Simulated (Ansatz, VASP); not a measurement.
# MgW: VASP beside Ansatz

```
CELL_PARAMETERS angstrom
4.64859 0.00000 0.00000
0.00000 5.62201 0.00000
-0.02815 0.00000 4.88690
ATOMIC_POSITIONS crystal
W 0.00000 0.18200 0.25000
W 0.00000 0.81800 0.75000
Mg 0.50000 0.68000 0.25000
Mg 0.50000 0.32000 0.75000
```

Change from the starting cell: volume scaled by 0.98.

Alike in both runs: task single point; functional PBE; k mesh 6 × 5 × 6; occupations fermi-dirac, width 0.05 eV; no spin polarisation.

```csv
,VASP,Ansatz
version,VASP 6.6.1,Ansatz 0.2.0
potentials or method,"VASP PAW PBE potentials, release 64 (W_sv, Mg)",Ansatz PAW
plane-wave cutoff (eV),520,420
valence electrons in the cell,32,48
```

```csv
,VASP,Ansatz,Ansatz less VASP
gap on the k mesh at the Fermi level (eV),none,none,-
pressure (GPa),-20.9,-20.8,+0.07
largest component of the traceless stress (GPa),4.34,4.34,0.000
rms of the force components (eV/Å),1.182,1.185,+0.0027
```

Atom by atom the forces differ by 0.003 eV/Å (rms over components). A gap of «none» marks a metal or a gap that the smearing closes. The functional is the same, so the differences come from potentials, cutoffs and numerics. The two sets of potentials don't hold the same shells in valence.

Caveats: forces of over 1 eV/Å show positions far from the minimum, so gaps and moduli don't describe the material at rest. Spin-orbit coupling is left out, which matters for the levels of W.
